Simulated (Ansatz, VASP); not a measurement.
## Hf2S2N (Hf2NS2 MXene monolayer) in two plane-wave programs

One calculation is typed for both programs; each brings its own data sets. How far apart do they land? The cell is taken from a series of runs on this material, whose earlier steps may have relaxed, scaled, displaced or heated it; both programs get it as it stands.

Main program and level: Ansatz 0.2.0; plane waves, with VASP 6.6.1 beside it; single point at PBE with D3(BJ).

### 1. The starting structure

The cell holds 5 atoms: 2 S, 2 Hf and 1 N. Its edges and angles: a = 3.383 Å, b = 3.383 Å, c = 23.670 Å, α = 90.0°, β = 90.0°, γ = 120.0°. Vacuum lies along c.

Structure file:

```xyz
5
Lattice="3.3830 0.0000 0.0000 -1.6915 2.9298 0.0000 0.0000 0.0000 23.6703" Properties=species:S:1:pos:R:3
S     0.0000    1.9532    9.0000
S     1.6915    0.9766   14.6703
Hf    1.6915    0.9766   10.5601
Hf    0.0000    1.9532   13.1102
N     0.0000    0.0000   11.8351
```

### 2. VASP: single point, PBE with D3(BJ)

With cell and atoms fixed, the geometry can't cause a difference; cores, projectors, grids and the points listed under the comparison can.

Lines of VASP's logs that name or quote its potential files are left out, and so is its time.

File INCAR:

```
SYSTEM = Hf2S2N
PREC = Accurate
ENCUT = 520
EDIFF = 1E-06
NELM = 120
ISMEAR = -1
SIGMA = 0.02585
LREAL = .FALSE.
ALGO = Normal
GGA = PE
IVDW = 12
NBANDS = 24
LASPH = .TRUE.
LORBIT = 11
LWAVE = .FALSE.
LCHARG = .FALSE.
ISIF = 2
LDIPOL = .TRUE.
IDIPOL = 3
DIPOL = 0.5 0.5 0.5
LVHAR = .TRUE.
GGA_COMPAT = .FALSE.
NELMDL = -8
KPAR = 2
```

File POSCAR:

```
Hf2S2N
1.0
    3.3830168162      0.0000000000      0.0000000000
   -1.6915084081      2.9297785042      0.0000000000
    0.0000000000      0.0000000000     23.6702966923
S Hf N
2 2 1
Direct
    0.3333333333      0.6666666667      0.3802233710
    0.6666666667      0.3333333333      0.6197766290
    0.6666666667      0.3333333333      0.4461337460
    0.3333333333      0.6666666667      0.5538662540
    0.0000000000      0.0000000000      0.5000000000
```

File KPOINTS:

```
Automatic mesh
0
Gamma
18 18 1
0 0 0
```

The projector-augmented-wave data sets are S, Hf_pv and N (PBE family, release 64).

The run is started by

```bash
> mpirun -np 2 vasp_std
```

Numbers of over 12 decimals in the logs are rounded to 6 here.

The program printed:

```text
[banner, memory and clock lines left out]
running    2 mpi-ranks, on    1 nodes
 distrk:  each k-point on    1 cores,    2 groups
 distr:  one band on    1 cores,    1 groups

 POSCAR found type information on POSCAR S HfN
 POSCAR found :  3 types and       5 ions
 LDA part: xc-table for (Slater+PW92), standard interpolation
 POSCAR, INCAR and KPOINTS ok, starting setup
 FFT: planning ... GRIDC
 FFT: planning ... GRID_SOFT
 FFT: planning ... GRID
 WAVECAR not read
 entering main loop
       N       E                     dE             d eps       ncg     rms          rms(c)
DAV:   1     0.225060161435E+03    0.22506E+03   -0.17888E+04  2160   0.123E+03
DAV:   2    -0.248975339400E+02   -0.24996E+03   -0.24522E+03  2376   0.272E+02
DAV:   3    -0.481894128566E+02   -0.23292E+02   -0.23089E+02  2312   0.761E+01
DAV:   4    -0.488311556270E+02   -0.64174E+00   -0.63976E+00  2360   0.141E+01
DAV:   5    -0.488525256232E+02   -0.21370E-01   -0.21361E-01  2368   0.233E+00
DAV:   6    -0.488535088779E+02   -0.98325E-03   -0.98311E-03  2424   0.526E-01
DAV:   7    -0.488535515677E+02   -0.42690E-04   -0.42687E-04  2392   0.100E-01
DAV:   8    -0.488535541827E+02   -0.26150E-05   -0.26152E-05  2416   0.243E-02    0.693E+01
DAV:   9    -0.445838151387E+02    0.42697E+01   -0.20438E+01  2120   0.219E+01    0.539E+01
DAV:  10    -0.448411345998E+02   -0.25732E+00   -0.67666E+00  2152   0.150E+01    0.654E+00
DAV:  11    -0.442972178189E+02    0.54392E+00   -0.27430E+00  2280   0.861E+00    0.393E+00
DAV:  12    -0.443119720831E+02   -0.14754E-01   -0.32076E-01  2328   0.284E+00    0.222E+00
DAV:  13    -0.443060963336E+02    0.58757E-02   -0.99606E-02  2304   0.183E+00    0.725E-01
DAV:  14    -0.443026865007E+02    0.34098E-02   -0.27792E-02  2352   0.103E+00    0.301E-01
[...]
DAV:  18    -0.443031965227E+02   -0.21603E-03   -0.10082E-04  2424   0.502E-02    0.391E-02
DAV:  19    -0.443035136469E+02   -0.31712E-03   -0.11276E-04  2328   0.464E-02    0.509E-02
DAV:  20    -0.443035564476E+02   -0.42801E-04   -0.12595E-05  2360   0.205E-02    0.503E-02
DAV:  21    -0.443035985459E+02   -0.42098E-04   -0.33149E-05  2280   0.246E-02    0.594E-03
DAV:  22    -0.443036178574E+02   -0.19311E-04   -0.32182E-06  2376   0.955E-03    0.889E-03
DAV:  23    -0.443036213139E+02   -0.34565E-05   -0.33608E-07  1656   0.347E-03    0.210E-03
DAV:  24    -0.443036437941E+02   -0.22480E-04   -0.16708E-06  1984   0.532E-03    0.906E-03
DAV:  25    -0.443036446262E+02   -0.83211E-06   -0.91005E-07  1856   0.478E-03
   1 F= -.45738906E+02 E0= -.45736314E+02  d E =-.518260E-02
```

Parts of OUTCAR (step 2):

```text
ion  position               nearest neighbor table
   1  0.333  0.667  0.380-   3 2.50   3 2.50   3 2.50
   2  0.667  0.333  0.620-   4 2.50   4 2.50   4 2.50
   3  0.667  0.333  0.446-   5 2.33   5 2.33   5 2.33   1 2.50   1 2.50   1 2.50   4 3.21   4 3.21
                             4 3.21
   4  0.333  0.667  0.554-   5 2.33   5 2.33   5 2.33   2 2.50   2 2.50   2 2.50   3 3.21   3 3.21
                             3 3.21
   5  0.000  0.000  0.500-   3 2.33   4 2.33   4 2.33   3 2.33   3 2.33   4 2.33

  LATTYP: Found a hexagonal cell.
 ALAT       =     3.3830168162
 C/A-ratio  =     6.9968013694

 Subroutine GETGRP returns: Found 12 space group operations
 (whereof 12 operations were pure point group operations)

The static configuration has the point symmetry D_3d.

 Found     37 irreducible k-points:

   k-points           NKPTS =     37   k-points in BZ     NKDIM =     37   number of bands    NBANDS=     24

   dimension x,y,z NGX =    28 NGY =   28 NGZ =  180
   dimension x,y,z NGXF=    56 NGYF=   56 NGZF=  360

   ENCUT  =  520.0 eV  38.22 Ry    6.18 a.u.   6.29  6.29 44.01*2*pi/ulx,y,z

   NELECT =      37.0000    total number of electrons

 k-points in reciprocal lattice and weights: Automatic mesh
   0.00000000  0.00000000  0.00000000       0.003
   0.05555556 -0.00000000  0.00000000       0.019
   0.11111111 -0.00000000  0.00000000       0.019
   0.16666667  0.00000000  0.00000000       0.019
   0.22222222  0.00000000  0.00000000       0.019
   0.27777778  0.00000000  0.00000000       0.019
   0.33333333  0.00000000  0.00000000       0.019
   0.38888889  0.00000000  0.00000000       0.019
   0.44444444  0.00000000  0.00000000       0.019
[...]
0.33333333  0.27777778  0.00000000       0.037
   0.33333333  0.33333333  0.00000000       0.006

 dipolmoment           0.000000      0.000000     -0.000000 electrons x Angstroem

 average (electrostatic) potential at core
       1 -92.6833       2 -92.6833       3 -44.3414       4 -44.3414       5 -71.0756

 E-fermi :  -1.5526

 k-point     1 :       0.0000    0.0000    0.0000
  band No.  band energies     occupation
    ...
     14      -3.6598      2.00000
     15      -3.3900      2.00000
     16      -3.3900      2.00000
     17      -2.3064      2.00000
     18      -2.3064      2.00000
     19      -0.8621      0.00000
     20      -0.8621      0.00000
     21      -0.5821      0.00000
     22       0.4852      0.00000
     23       1.1741      0.00000
    ...

 k-point     2 :       0.0556   -0.0000    0.0000
  band No.  band energies     occupation
    ...
     14      -4.0110      2.00000
     15      -3.3900      2.00000
     16      -3.1693      2.00000
     17      -2.6281      2.00000
     18      -2.4396      2.00000
     19      -0.9045      0.00000
     20      -0.7100      0.00000
     21      -0.4898      0.00000
     22       0.6125      0.00000
     23       1.0743      0.00000
    ...

 k-point     3 :       0.1111   -0.0000    0.0000
  band No.  band energies     occupation
    ...
     14      -4.4986      2.00000
     15      -3.4012      2.00000
     16      -3.3063      2.00000
     17      -3.0573      2.00000
     18      -2.7038      2.00000
     19      -1.1791      0.00000
     20      -0.3896      0.00000
     21      -0.2234      0.00000
     22       0.8196      0.00000
     23       1.0959      0.00000
    ...

 Edisp (eV)   -1.43526

  Total      -0.53493    -0.53493    -0.52021    -0.00000    -0.00000     0.00000
  in kB      -3.65315    -3.65315    -3.55262    -0.00000    -0.00000     0.00000
  external pressure =       -3.62 kB  Pullay stress =        0.00 kB

  energy-cutoff  :      520.00
  volume of cell :      234.61
      direct lattice vectors                 reciprocal lattice vectors
     3.383016816  0.000000000  0.000000000     0.295594156  0.170661365  0.000000000
    -1.691508408  2.929778504  0.000000000     0.000000000  0.341322731  0.000000000
     0.000000000  0.000000000 23.670296692     0.000000000  0.000000000  0.042247041

 POSITION                                       TOTAL-FORCE (eV/Angst)
 -----------------------------------------------------------------------------------
     -0.00000      1.95319      9.00000        -0.000000      0.000000      0.080713
      1.69151      0.97659     14.67030        -0.000000     -0.000000     -0.080713
      1.69151      0.97659     10.56012         0.000000     -0.000000      0.008260
     -0.00000      1.95319     13.11018        -0.000000      0.000000     -0.008260
      0.00000      0.00000     11.83515         0.000000      0.000000      0.000000
 -----------------------------------------------------------------------------------
    total drift:                                0.000000      0.000000     -0.000000

  FREE ENERGIE OF THE ION-ELECTRON SYSTEM (eV)
  ---------------------------------------------------
  free  energy   TOTEN  =       -45.7389057308 eV

  energy  without entropy=      -45.7337231350  energy(sigma->0) =      -45.73631443

 vacuum level on the upper side and lower side of the slab         4.014         4.014

 total charge
# of ion       s       p       d       tot
------------------------------------------
    1        1.351   2.423   0.000   3.773
    2        1.351   2.423   0.000   3.773
    3        0.307   6.537   1.606   8.450
    4        0.307   6.537   1.606   8.450
    5        1.241   2.435   0.000   3.676
--------------------------------------------------
tot          4.556  20.354   3.211  28.121

[... 3 further parts left out ...]
```

### 3. Ansatz: single point, PBE with D3(BJ)

Ansatz runs on its PAW soft_1 files.

The same cell, functional, mesh and smearing now go to Ansatz, which takes its cutoff from its data sets.

File input.yaml:

```yaml
crystal:
  lattice:
    - [3.3830168162, 0.0, 0.0]
    - [-1.6915084081, 2.9297785042, 0.0]
    - [0.0, 0.0, 23.6702966923]
  atoms:
    - { symbol: S, position: [0.3333333333, 0.6666666667, 0.380223371] }
    - { symbol: Hf, position: [0.6666666667, 0.3333333333, 0.446133746] }
    - { symbol: "N", position: [0.0, 0.0, 0.5] }
    - { symbol: Hf, position: [0.3333333333, 0.6666666667, 0.553866254] }
    - { symbol: S, position: [0.6666666667, 0.3333333333, 0.619776629] }
kpoints:
  mp_grid: { grid: [18, 18, 1] }
  band_path:
    path: [[0, 0, 0], [0.5, 0, 0], [0.33333333, 0.33333333, 0], [0, 0, 0]]
    npoints: 16
hamiltonian:
  xc: pbe
  dispersion: d3bj
  pseudopotentials: { kind: paw, azcp: { folder: soft_1 } }
scf:
  occupations: { method: fermi_dirac, width: 0.02585 }
  convergence: { dr2_threshold: 1.0e-10 }
efield:
  axis: 3
  dipole_correction: true
  ramp_position: 0.97
  ramp_width: 0.06
  amplitude: 0
output:
  dos: { projected: true, e_range: [-6, 5] }
  write_potential: true
  write_density: true
  volumetric_format: npy
  elf: true
```

The run is started by

```bash
> ansatz run input.yaml --threads 2 --pin off --max-ram 3072MiB --backend cpu --events-out ev --progress --plain --runs-dir out
```

The program printed:

```text
Engine: ansatz 0.2.0, aarch64-unknown-linux-gnu
Pseudopotentials: kind: paw
Pseudopotential: S, paw, valence charge 6, recommended cutoff 420 eV (normal), soft_1/S.paw.azcp
Pseudopotential: Hf, paw, valence charge 26, recommended cutoff 420 eV (normal), soft_1/Hf.paw.azcp
Pseudopotential: N, paw, valence charge 5, recommended cutoff 420 eV (normal), soft_1/N.paw.azcp
Functional definition: PBE
  parameter kappa = 0.804
  parameter beta = 0.066725
  exchange = pbe_x(kappa = kappa, mu = beta*pi^2/3)
  correlation = pbe_c(beta = beta)
Crystal: 5 atoms, lattice volume = 234.608 Å³
Basis set: ecut = 420 eV, 4603 PW (Γ)
Bands: 42, of which v1, the nominal top of the filled ones, is band 35 counted from 1 (34 counted from 0)
Symmetry: 6 space group operations
k-points: 37 of 324 (time reversal used)
Non-local potential: S, projectors of the file, l = 0: 2, l = 1: 2, l = 2: 1
Non-local potential: Hf, projectors of the file, l = 0: 3, l = 1: 2, l = 2: 2, l = 3: 3
Non-local potential: N, projectors of the file, l = 0: 2, l = 1: 2, l = 2: 1
PAW form: soft (Blöchl's): semilocal exchange-correlation on the pseudo side does not see the compensation charge
PAW one-centre angular grid: S, 110 points (default); XC on 64 Gauss nodes
PAW one-centre angular grid: Hf, 590 points (default); XC on 64 Gauss nodes
PAW one-centre angular grid: N, 110 points (default); XC on 64 Gauss nodes
Initial density: superposition of atomic densities (neutral atoms: chi_scale 0, normalization atom)
Initial wavefunctions: pseudopotential atomic-orbital guess
Functional: x = pbe(κ = 0.804, μ = 0.219515), c = pbe(β = 0.066725)
SCF iter   1: F=—  HF=-33644.293355 eV  |F-HF|=—  |Δ(HF+E_count)|=         —  Δρ=5.56e-2  dr2=1.01e1  ethr=3.10e-3  p=0.000 e·Å  D=6.70e-15 V/Å  ΔV_dip=-0.00 eV  dr2_dipole=2.65e-8  V_vac-E_F(+/−)=6.85/6.85 eV  ⟨swp⟩=9.4  Hψ=7415  notcnv=0
efield: sawtooth ramp at fractional position 0.9700 (set: `efield.ramp_position`, or a place that a band, a saddle search or an elastic batch's reference lends), width 0.0600; the density the first Hamiltonian is built on has a dipole p = 0.000 e·Å; the dipole correction subtracts the counter field D = 6.70e-15 V/Å, which shifts the + side's vacuum level by -0.00 eV against the − side's; the planar-averaged density in the ramp window peaks in size at 2.6e-6 e/Å³
preconditioner: auto → LDOS  [metal: Δε(μ)=0.037 eV  Ē_g=16.192 eV  σ=0.026 eV  W_gap=0.32  n_scr=46 (ndim 8)  ℏωp=19.5 eV  f_vac=0.626  D(μ)=1.33/eV (n_scr^D=6)  β→1.0]
SCF iter   2: F=—  HF=-33644.802261 eV  |F-HF|=—  |Δ(HF+E_count)|=   5.09e-1  Δρ=7.31e-2  dr2=1.42e1  ethr=3.10e-3  p=-0.000 e·Å  D=-1.10e-5 V/Å  ΔV_dip=0.00 eV  dr2_dipole=3.32e-8  V_vac-E_F(+/−)=4.57/4.57 eV  ⟨swp⟩=4.3  Hψ=4239  notcnv=0  defer=72
SCF iter   3: F=—  HF=-33641.665305 eV  |F-HF|=—  |Δ(HF+E_count)|=    3.14e0  Δρ=8.94e-3  dr2=1.15e-1  ethr=3.10e-3  p=0.000 e·Å  D=8.50e-7 V/Å  ΔV_dip=-0.00 eV  dr2_dipole=2.19e-9  V_vac-E_F(+/−)=5.66/5.66 eV  ⟨swp⟩=3.5  Hψ=3580  notcnv=0  defer=78
SCF iter   4: F=—  HF=-33641.650216 eV  |F-HF|=—  |Δ(HF+E_count)|=   1.51e-2  Δρ=2.28e-3  dr2=1.62e-2  ethr=1.66e-4  p=-0.000 e·Å  D=-2.39e-6 V/Å  ΔV_dip=0.00 eV  dr2_dipole=9.22e-10  V_vac-E_F(+/−)=5.66/5.66 eV  ⟨swp⟩=3.0  Hψ=3289  notcnv=0  defer=78
SCF iter   5: F=—  HF=-33641.649104 eV  |F-HF|=—  |Δ(HF+E_count)|=   1.11e-3  Δρ=1.16e-3  dr2=3.14e-3  ethr=2.34e-5  p=-0.000 e·Å  D=-7.69e-7 V/Å  ΔV_dip=0.00 eV  dr2_dipole=2.43e-10  V_vac-E_F(+/−)=5.58/5.58 eV  ⟨swp⟩=2.4  Hψ=2973  notcnv=0  defer=78
SCF iter   6: F=—  HF=-33641.646765 eV  |F-HF|=—  |Δ(HF+E_count)|=   2.34e-3  Δρ=2.92e-4  dr2=2.04e-4  ethr=4.55e-6  p=-0.000 e·Å  D=-8.50e-7 V/Å  ΔV_dip=0.00 eV  dr2_dipole=1.41e-10  V_vac-E_F(+/−)=5.57/5.57 eV  ⟨swp⟩=2.9  Hψ=3462  notcnv=0  defer=78
SCF iter   7: F=—  HF=-33641.646877 eV  |F-HF|=—  |Δ(HF+E_count)|=   1.12e-4  Δρ=1.11e-4  dr2=1.98e-5  ethr=2.95e-7  p=-0.000 e·Å  D=-7.47e-7 V/Å  ΔV_dip=0.00 eV  dr2_dipole=8.48e-11  V_vac-E_F(+/−)=5.57/5.57 eV  ⟨swp⟩=2.1  Hψ=2448  notcnv=0  defer=78
SCF iter   8: F=—  HF=-33641.646906 eV  |F-HF|=—  |Δ(HF+E_count)|=   2.89e-5  Δρ=2.33e-5  dr2=5.28e-7  ethr=2.88e-8  p=-0.000 e·Å  D=-4.61e-7 V/Å  ΔV_dip=0.00 eV  dr2_dipole=2.25e-11  V_vac-E_F(+/−)=5.57/5.57 eV  ⟨swp⟩=2.2  Hψ=2687  notcnv=0  defer=78
SCF iter   9: F=—  HF=-33641.646822 eV  |F-HF|=—  |Δ(HF+E_count)|=   8.37e-5  Δρ=5.61e-6  dr2=4.91e-8  ethr=7.65e-10  p=-0.000 e·Å  D=-2.34e-7 V/Å  ΔV_dip=0.00 eV  dr2_dipole=9.04e-12  V_vac-E_F(+/−)=5.57/5.57 eV  ⟨swp⟩=2.8  Hψ=3132  notcnv=0  defer=78
SCF iter  10: F=—  HF=-33641.646822 eV  |F-HF|=—  |Δ(HF+E_count)|=   1.85e-7  Δρ=1.43e-6  dr2=2.18e-9  ethr=7.11e-11  p=-0.000 e·Å  D=-1.76e-7 V/Å  ΔV_dip=0.00 eV  dr2_dipole=3.27e-12  V_vac-E_F(+/−)=5.57/5.57 eV  ⟨swp⟩=2.0  Hψ=2563  notcnv=0  defer=78
SCF iter  11: F=—  HF=-33641.646822 eV  |F-HF|=—  |Δ(HF+E_count)|=   1.23e-8  Δρ=3.68e-7  dr2=2.17e-10  ethr=3.16e-12  p=-0.000 e·Å  D=-9.18e-8 V/Å  ΔV_dip=0.00 eV  dr2_dipole=2.67e-12  V_vac-E_F(+/−)=5.57/5.57 eV  ⟨swp⟩=3.4  Hψ=3370  notcnv=0  defer=78
SCF iter  12: F=—  HF=-33641.646822 eV  |F-HF|=—  |Δ(HF+E_count)|=  4.80e-10  Δρ=2.02e-7  dr2=6.02e-11  ethr=1.00e-12  p=-0.000 e·Å  D=-8.08e-8 V/Å  ΔV_dip=0.00 eV  dr2_dipole=3.23e-13  V_vac-E_F(+/−)=5.57/5.57 eV  ⟨swp⟩=14.6  Hψ=6714  notcnv=0
SCF iter  13: F=-33641.646822 eV  HF=-33641.646822 eV  |F-HF|=7.28e-12  |Δ(HF+E_count)|=  8.73e-11  Δρ=6.49e-8  dr2=5.90e-12  ethr=1.00e-12  p=-0.000 e·Å  D=-5.64e-8 V/Å  ΔV_dip=0.00 eV  dr2_dipole=3.63e-13  V_vac-E_F(+/−)=5.57/5.57 eV  ⟨swp⟩=3.3  Hψ=3607  notcnv=0
SCF 1 converged in 13 iterations: F = -33641.646822 eV  dr2 = 5.90e-12
  greatest PAW one-centre occupation: 0.999 electrons in one spin orbital (limit 2), on the Hf atom at site 3 (counted from 0), in its partial waves of l = 0
NSCF: frozen V_eff on 49 k-points
efield: sawtooth ramp at fractional position 0.9700 (kept from the solve that this one continues, or follows in the run), width 0.0600; the density the first Hamiltonian is built on has a dipole p = -0.000 e·Å; the dipole correction subtracts the counter field D = -5.64e-8 V/Å, which shifts the + side's vacuum level by +0.00 eV against the − side's; the planar-averaged density in the ramp window peaks in size at 2.9e-6 e/Å³
WARN: The output density's exchange-correlation potential varies sharply where the density is thin. Do not read a vacuum level from v_tot or v_xc, or from such a field of the output density. On a cell that repeats whose density bears no net charge and no dipole along the vacuum's axis use v_es (v_loc + v_h of the components); under efield.dipole_correction with no amplitude use v_es + v_field, which holds any externa [...]
SCF converged after 13 iterations
Free energy (F): -33641.646822 eV
Harris-Foulkes:  -33641.646822 eV  (|F-HF|=7.28e-12)
Internal energy: -33641.641619 eV  (E = F + TS)
E sigma→0 (E₀):  -33641.644221 eV
Entropy (-TS):   -0.005203 eV (-1.041 meV/atom)
Fermi energy:    1.279315 eV
Dipole field:    D = 0.000001 V/Å  (p = 0.000001 e·Å, saw-weighted, corrected)
Work function:   Φ+ = 5.5682 eV   Φ− = 5.5682 eV
Levels:          The Fermi level and band energies are counted from a zero that moves with the ramp; work functions are not
--- Per-component energies (eV) ---
  E_band       = -1026.816100
  E_kinetic    = 1155.068558
  E_local      = -111253.539916  (includes V_loc(G=0)·N_el)
  E_nonlocal   = 225.713558
  E_hartree    = 54878.944674
  E_xc         = -771.511690
  E_vxc        = -752.110466  (∫ρ·V_xc dr)
  E_paw        = -16740.902767  (= ΣΔE_a)
  E_vpaw       = -159.838151  (= ΣTr[D̂ρ^β])
  E_aug_tail   = 0.000975  (compensation charges beyond the density's cutoff)
  E_efield     = 0.000000  (sawtooth field / dipole correction)
  E_vefield    = 0.000000  (∫n·V_field dr)
  E_ewald      = 38866.020433
  E_disp       = -1.435443  (pairwise vdW)
  E_smearing   = -0.005203  (= −TS)
  E_closure    = 0.000000  (closes the sum)
  Σ components = -33641.646822   (vs F -33641.646822, Δ=0.00e0)
--- Band table (eV; the first three rows and the last of 37) ---
  k-point 0: bands = [... 31 lower, -0.5677, 0.5431, 0.5431, 1.9550, 1.9550, 2.2417, 3.3130, 3.9880, ... 3 higher]
  k-point 1: bands = [... 31 lower, -0.3317, 0.2167, 0.4055, 1.9168, 2.1103, 2.3358, 3.4379, 3.8889, ... 3 higher]
  k-point 2: bands = [... 31 lower, -0.4678, -0.2158, 0.1346, 1.6455, 2.4341, 2.6053, 3.6387, 3.9142, ... 3 higher]
  k-point 36: bands = [... 31 lower, -2.0659, -1.6311, -1.6311, 2.8205, 2.8205, 3.4249, 5.1948, 5.1948, ... 3 higher]
```

The column dr2 measures how far the density is from self-consistency, as an energy; F and HF (Harris–Foulkes) agree once it is small.

### 4. Side by side

Known differences besides the potentials themselves: the data sets hold 69 valence electrons in Ansatz (on its PAW soft_1 files) and 37 in VASP; the cutoff is 420 eV in Ansatz and 520 eV in VASP. Total energies have different zeros and are not compared.

Both answers:

| quantity | Ansatz | VASP | difference |
| --- | --- | --- | --- |
| work function, lower of the two faces (eV) | 5.57 | 5.57 | 0.00 |
| work function, higher of the two faces (eV) | 5.57 | 5.57 | 0.00 |

With vacuum in the cell, a pressure given here is an average over mostly empty space and none of the material.

### 5. Results

```json
{"difference in work function, higher of the two faces (single point, PBE with D3(BJ))": "0.0016 eV"}
```

**Reading.** The difference in work function, higher of the two faces is 0.0016 eV (single point, PBE with D3(BJ)). The data sets hold unlike numbers of valence electrons (69 in Ansatz and 37 in VASP), so part of the differences comes from the potentials. Such differences can come from data sets, numerical settings and the points named under the comparisons, not from the functional's error against experiment.

[Lines on the potential files, build, host, timing and source positions are cut from VASP's logs without a mark.]

[Logs are printed without paths, hosts, clocks, repeated set-up lines and the standing remarks that a program may print on its own settings, such as how far it seeks lower states.]

[Hosts, paths, dates, database ids (printed as entryN), source tags and the programs' standing remarks are cut or masked in the printed files.]
